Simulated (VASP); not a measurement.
As, 2 atoms in the cell. The cell holds a sheet with vacuum, 2 atoms: a = 3.563 Å, b = 3.563 Å, c = 17.400 Å, α = 90.00°, β = 90.00°, γ = 120.00°. The cell was built by a generator and needn't be a form met in nature.

- Program: VASP 6.6.1
- Task: work function
- Functional: PBEsol
- Potentials or basis: VASP PAW PBE potentials, release 64 (As)
- Cutoff: 520 eV
- k mesh: 12 × 12 × 1
- Occupations: gaussian, width 0.03 eV
- Spin: no spin polarisation
- Dipole correction: yes
- Further INCAR settings: ALGO = Fast; EDIFF = 1e-06

Potentials or basis: VASP PAW PBE potentials, release 64 (As).

Run with:

```bash
$ cat potpaw_PBE.64/As/POTCAR > POTCAR
$ mpirun -np 4 vasp_std > vasp.out
```

Hardware: 4 MPI ranks on Intel(R) Xeon(R) Platinum 8375C CPU @ 2.90GHz (Ice Lake), on a shared host.

Question: Estimate the wall time of this run.

Answer: It took 28 s on 4 MPI ranks on Intel(R) Xeon(R) Platinum 8375C CPU @ 2.90GHz (Ice Lake), with other jobs on the host, peak memory 0.32 GiB a rank. Counts: scf iterations 19, k points 19.
